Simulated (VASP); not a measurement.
Set up this calculation in VASP 6.6.1, as the native input.

```
Task                   : single point
Functional             : PBE
Dispersion             : D3(BJ)
Potentials or basis    : VASP PAW PBE potentials, release 64 (O, H, Mg, Cl)
Cutoff                 : 520 eV
k mesh                 : 1 × 1 × 1
Occupations            : fermi-dirac, width 0.02 eV
Spin                   : no spin polarisation
Dipole correction      : no
Further INCAR settings : LREAL = Auto; ALGO = Normal; EDIFF = 1e-07; NBANDS = 70
```

The structure of MgH20Cl2O10 lies in POSCAR:

```
MgH20Cl2O10
1.0
    7.1530900000      0.0000000000      0.0000000000
    0.0000000000      7.1530900000      0.0000000000
    0.0000000000      0.0000000000      7.1530900000
O H Mg Cl
10 20 1 2
Direct
    0.2737558174      0.3621931221      0.3952837165
    0.0500343208      1.0813508568      0.3569785925
    0.7243163444      0.0549133312      0.1700384030
    0.9689938195      0.6580652557      0.2829546392
    0.6671242778      0.4260536356      0.5784912534
    0.3430126001      0.8636826882      0.2774884700
    0.2815846019      0.5119745453      0.8248882651
    0.0824398966      0.8412308527      0.8641440273
    0.7927203488     -0.2430837582      0.5997268313
    0.9642685888      0.2280552880      0.6693890333
    0.3332266195      0.4179312717      0.2891897068
    0.1724988781      0.2826750397      0.3452773557
   -0.0681943048      1.0580182830      0.2900424851
    0.1498233631      0.9954998469      0.3000381653
    0.6830894061      0.1834871363      0.1658723712
    0.7075403777      0.0124142154      0.0291762022
    0.8659474437      0.5951134405      0.2169691700
    1.0046427488      0.7752593634      0.2147463544
    0.6939518446      0.5603871893      0.5604151493
    0.7645646846      0.3781163106      0.6544025030
    0.4708314868      0.9221609123      0.2771110108
    0.3578872907      0.7823751693      0.1724289782
    0.3720629826      0.5160427172      0.9341836884
    0.1924203386      0.6113721483      0.8576293602
    0.1738689154      0.9104456955      0.7768810402
   -0.0377319452      0.8384208782      0.7940065063
    0.7355282822     -0.1222828176      0.5885987734
    0.8619072317     -0.2706382836      0.4748297589
    1.0222155740      0.1401492222      0.5763802776
    0.9580614811      0.1630903568      0.7931677079
    0.4009316254      0.3657719950      0.6304408305
    0.4301357875      0.0486363236      0.7079737568
    0.5739198025      0.5111916668      0.1052412314
```

The cell was built by a generator and needn't be a form met in nature.

One way to write it, as run:

INCAR

```
SYSTEM = MgH20Cl2O10
  PREC = Accurate
  ENCUT = 520
  EDIFF = 1E-7
  ISMEAR = -1
  SIGMA = 0.02
  LREAL = Auto
  LASPH = .True.
  NELM = 80
  ALGO = Normal
  ISIF = 2
  LWAVE = .False.
  LCHARG = .True.
  GGA = PE
  IVDW = 12
  LELF = .True.
  LVHAR = .True.
  NBANDS = 70
```

KPOINTS

```
regular mesh
0
Gamma
  1 1 1
  0 0 0
```

Potentials or basis: VASP PAW PBE potentials, release 64 (O, H, Mg, Cl).

Command:

```console
$ cat potpaw_PBE.64/O/POTCAR potpaw_PBE.64/H/POTCAR potpaw_PBE.64/Mg/POTCAR potpaw_PBE.64/Cl/POTCAR > POTCAR
$ mpirun -np 1 vasp_gam > vasp.out
```

Results of the run:

```
Pressure                   : -0.1 GPa
Largest force              : 3.260 eV/Å
Band gap on the k mesh     : 4.34 eV, direct
Dispersion energy per atom : -0.047 eV
```

Wall time 96 s on 1 thread of AMD EPYC 7571 (shared host), peak memory 0.34 GiB.
